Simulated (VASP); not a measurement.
A convergence study with VASP on TiB2 (AlB2 type): one setting is varied, all else stays as given below, so the limit is that of these other settings. Each run relaxes cell and ions from the cell shown. The basis is that of the starting cell, so low cut-offs carry a Pulay error.

```xyz
3
Lattice="1.5150 -2.6241 0.0000 1.5150 2.6241 0.0000 0.0000 0.0000 3.2300" Properties=species:S:1:pos:R:3 pbc="T T T"
Ti     0.0000     0.0000     0.0000
B      1.5150     0.8747     1.6150
B      1.5150    -0.8747     1.6150
```

These are PBE GGA, VASP's PBE PAW potentials (set 64) (plane waves; VASP) values and carry that method's errors. The tightest run used: 800 eV cut-off, 10×10×8 Γ-centred mesh, first-order Methfessel-Paxton smearing of 0.10 eV, potentials Ti_sv B.

```json
[
 {"setting": "ENCUT = 250", "relaxed volume (Å³/atom)": "8.345", "E (eV/atom)": "-8.1030", "plane waves": "240"},
 {"setting": "ENCUT = 300", "relaxed volume (Å³/atom)": "8.520", "E (eV/atom)": "-8.1278", "plane waves": "327"},
 {"setting": "ENCUT = 350", "relaxed volume (Å³/atom)": "8.546", "E (eV/atom)": "-8.1363", "plane waves": "394"}
]
```

Question: These are the cheaper rows. Estimate the results at ENCUT = 800, and how far the last row shown lies from them.

Answer: 
| quantity | tightest run | last row shown is off by |
|---|---|---|
| relaxed volume (Å³/atom) | 8.569 | -0.023 |
| E (eV/atom) | -8.1416 | 0.0052 |

Left out are rungs that failed or repeat a setting and relaxations that didn't move; long series are thinned to 24 rows.

The compound is TiB2 in the AlB2 type structure.
